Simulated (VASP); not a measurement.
Here is the system:

```xyz
1
Lattice="0.0000 1.9507 1.9507 1.9507 0.0000 1.9507 1.9507 1.9507 0.0000" Properties=species:S:1:pos:R:3 pbc="T T T"
Ir     0.0000     0.0000     0.0000
```

Level of theory: PBE GGA, VASP's PBE PAW potentials (set 64) (plane waves; VASP 6.6.1). Numerical set-up: 300 eV cut-off, 14×14×14 Γ-centred mesh, Gaussian smearing of 0.14 eV, potentials Ir.

At this cut-off the stress carries a Pulay error, which pulls relaxed volumes low. Energy and stress use the plane-wave basis of the starting cell.

The ions, cell shape and volume are relaxed. Which structure does the run end with?

```xyz
1
Lattice="0.0000 1.9351 1.9351 1.9351 0.0000 1.9351 1.9351 1.9351 0.0000" Properties=species:S:1:pos:R:3 pbc="T T T"
Ir     3.8703     1.9351     1.9351
```
Space group Fm-3m (225), at a tolerance of 0.03 Å.

How do energy and volume change from the first to the last step?

The energy (σ→0) changes by -9.2 meV/atom and the volume by -2.4 %, in 4 ionic steps.

The structure comes from a computed database's Ir entry; how it stands against other phases isn't given here. This run relaxes it. Symmetry was kept, so distortions that lower it aren't found. The run is one of a series of settings (EDIFFG = -0.01, IBRION = 2, ISIF = 3, NSW = 50 against the base run), some of them coarse on purpose.
